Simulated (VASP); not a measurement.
Energy against volume of TiAl (L1_0). All values below come from r2SCAN meta-GGA, VASP's PBE PAW potentials (set 64) (plane waves; VASP). Settings: 520 eV cut-off, 13×13×9 Γ-centred mesh, first-order Methfessel-Paxton smearing of 0.10 eV, potentials Ti_sv Al.

Shape and ions are relaxed at each volume.

| V (Å³/atom) | E (eV/atom) |
|---|---|
| 15.591 | -10.28867 |
| 16.073 | -10.29451 |
| 16.555 | -10.28933 |
| 17.038 | -10.27460 |

Problem. Fit these four points and predict the energy of the run at 15.109 Å³/atom.

Solution. A cubic in V^(−2/3), the third-order Birch-Murnaghan form, passes through the four points with V0 = 16.08 Å³/atom and B0 = 122 GPa, and gives -10.2700 eV/atom there. The run gave -10.2701 eV/atom, -0.0 meV/atom from the fit; all five points give B0 = 122 GPa.

The compound is TiAl in the L1_0 structure. It was relaxed first.
